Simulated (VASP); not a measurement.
An input for Quantum ESPRESSO's pw.x (written as the equivalent of a VASP run, and not itself run):

```
&CONTROL
  calculation = 'scf'
  pseudo_dir = './pseudo'
  outdir = './out'
  tprnfor = .true.
  tstress = .true.
/
&SYSTEM
  ibrav = 0
  nat = 8
  ntyp = 2
  ecutwfc = 82
  occupations = 'smearing'
  smearing = 'gaussian'
  degauss = 0.000735
  input_dft = 'pz'
/
&ELECTRONS
  conv_thr = 7.3e-08
  electron_maxstep = 100
/
ATOMIC_SPECIES
  Si 28.085 Si.upf
  C 12.011 C.upf
CELL_PARAMETERS angstrom
     3.0756900    0.0000000    0.0000000
    -1.5378450    2.6636260    0.0000000
     0.0000000    0.0000000   10.0706500
ATOMIC_POSITIONS crystal
  Si   0.6666670  0.3333330  0.9378400
  Si   0.3333330  0.6666670  0.4378400
  Si   0.0000000  0.0000000  0.6878900
  Si   0.0000000  0.0000000  0.1878900
  C    0.6666670  0.3333330  0.7498000
  C    0.3333330  0.6666670  0.2498000
  C    0.0000000  0.0000000  0.5004600
  C    0.0000000  0.0000000  0.0004600
K_POINTS automatic
  4 4 4 0 0 0
```

**Question.** Translate this input to VASP (INCAR, KPOINTS, POSCAR, choice of POTCAR).

**Answer.** Several could match; the one computed here: 
### INCAR
```
SYSTEM = SiC
PREC = Accurate
ENCUT = 280
EDIFF = 1E-6
NELM = 100
ALGO = Normal
LREAL = .FALSE.
LASPH = .TRUE.
ISMEAR = 0
SIGMA = 0.01
LWAVE = .FALSE.
LCHARG = .FALSE.
ISIF = 2
```

File KPOINTS:
```
Automatic mesh
0
G
  4 4 4
0 0 0
```

POSCAR:
```
SiC
1.0
  3.0756900000   0.0000000000   0.0000000000
 -1.5378450000   2.6636260000   0.0000000000
  0.0000000000   0.0000000000  10.0706500000
Si C
4 4
Cartesian
  1.5378465378   0.8878744455   9.4446583960
 -0.0000015378   1.7757515545   4.4093333960
  0.0000000000   0.0000000000   6.9274994285
  0.0000000000   0.0000000000   1.8921744285
  1.5378465378   0.8878744455   7.5509733700
 -0.0000015378   1.7757515545   2.5156483700
  0.0000000000   0.0000000000   5.0399574990
  0.0000000000   0.0000000000   0.0046324990
```

POTCAR, in this order: Si C (LDA.64 set). Program: vasp_std.

Limits of the translation: the potentials are each code's own (VASP's PAW set, PseudoDojo norm-conserving files in pw.x), so ENCUT and ecutwfc are chosen apart and not converted; conv_thr bounds pw.x's estimated SCF error, while EDIFF bounds the energy change between steps.

The structure comes from a computed database's SiC entry; how it stands against other phases isn't given here. The cell was not relaxed at this level. The k-mesh is coarse (spacing up to 0.59 per Å, 2π included), so the numbers may not be converged in it. The run is one of a series of settings (ENCUT = 280, KPOINTS 4×4×4 Γ-centred mesh against the base run), some of them coarse on purpose.
